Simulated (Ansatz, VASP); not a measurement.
## Ca4Ti3 in VASP and in Ansatz

```
CELL_PARAMETERS angstrom
3.38459 0.00000 0.00000
-1.69230 2.93114 0.00000
0.00000 0.00000 19.66661
ATOMIC_POSITIONS crystal
Ca 0.33333 0.66667 0.75245
Ca 0.66667 0.33333 0.24755
Ca 0.33333 0.66667 0.41596
Ca 0.66667 0.33333 0.58404
Ti 0.66667 0.33333 0.89358
Ti 0.00000 0.00000 0.00000
Ti 0.33333 0.66667 0.10642
```

Alike in both runs: functional PBE; k mesh 6 × 6 × 1; occupations gaussian, width 0.1 eV; no spin polarisation.

Ansatz relaxed the structure, and its values are those at the end. VASP's run is a single point on that final structure, the one shown.

|  | VASP | Ansatz |
| --- | --- | --- |
| version | VASP 6.6.1 | Ansatz 0.2.0 |
| potentials or method | VASP PAW PBE potentials, release 64 (Ca_sv, Ti_sv) | scalar-relativistic, plane waves, PAW |
| plane-wave cutoff (eV) | 520 | 420 |
| valence electrons in the cell | 76 | 76 |

|  | VASP | Ansatz | Ansatz less VASP |
| --- | --- | --- | --- |
| gap on the k mesh at the Fermi level (eV) | none | none | - |
| pressure (GPa) | 0.0 | 0.0 | +0.02 |
| rms of the force components (eV/Å) | 0.005 | 0.003 | -0.0023 |

A gap of «none» marks a metal or a gap that the smearing closes.
